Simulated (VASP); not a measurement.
A run of VASP 6.6.1 is set up as follows.

File INCAR:

```
PREC = Accurate
ENCUT = 600
EDIFF = 1E-6
ISMEAR = -1
SIGMA = 0.15
LREAL = F
LASPH = T
NELM = 100
ALGO = Fast
ISIF = 3
LWAVE = F
LCHARG = F
IBRION = 2
NSW = 80
EDIFFG = -0.001
```

KPOINTS

```
Automatic mesh
0
Gamma
  10 10 10
```

File POSCAR:

```
SiNi3
1.0
    3.4282169426      0.0000000000      0.0000000000
    0.0000000000      3.4282169426      0.0000000000
    0.0000000000      0.0000000000      3.4282169426
Si Ni
1 3
Direct
    0.0000000000      0.0000000000      0.0000000000
    0.0000000000      0.5000000000      0.5000000000
    0.5000000000      0.5000000000      0.0000000000
    0.5000000000      0.0000000000      0.5000000000
```

Potentials or basis: VASP PAW LDA potentials, release 64 (Si, Ni).

The run is started by

```console
$ cat potpaw_LDA.64/Si/POTCAR potpaw_LDA.64/Ni/POTCAR > POTCAR
$ mpirun -np 1 vasp_std > vasp.out
```

**Question.** Predict the relaxed cell.

**Answer.** a = 3.430 Å, b = 3.430 Å, c = 3.430 Å, α = 90.00°, β = 90.00°, γ = 90.00°.

**Question.** Estimate the relaxed volume.

**Answer.** 10.09 Å³/atom.

**Question.** What does it give for the space group after relaxing (to 0.05 Å)?

**Answer.** Pm-3m (No. 221).

**Question.** What does it give for the band gap on the k mesh?

**Answer.** None (metal or under the smearing width).

Final structure:
```yaml
crystal:
  lattice:
    - [3.43013, 0.00000, 0.00000]
    - [0.00000, 3.43013, 0.00000]
    - [0.00000, 0.00000, 3.43013]
  atoms:
    - { symbol: Si, position: [0.00000, 0.00000, 0.00000] }
    - { symbol: Ni, position: [0.00000, 0.50000, 0.50000] }
    - { symbol: Ni, position: [0.50000, 0.50000, 0.00000] }
    - { symbol: Ni, position: [0.50000, 0.00000, 0.50000] }
```

Spin polarisation is off, so any magnetic state and its effect on volume and gap are missing.
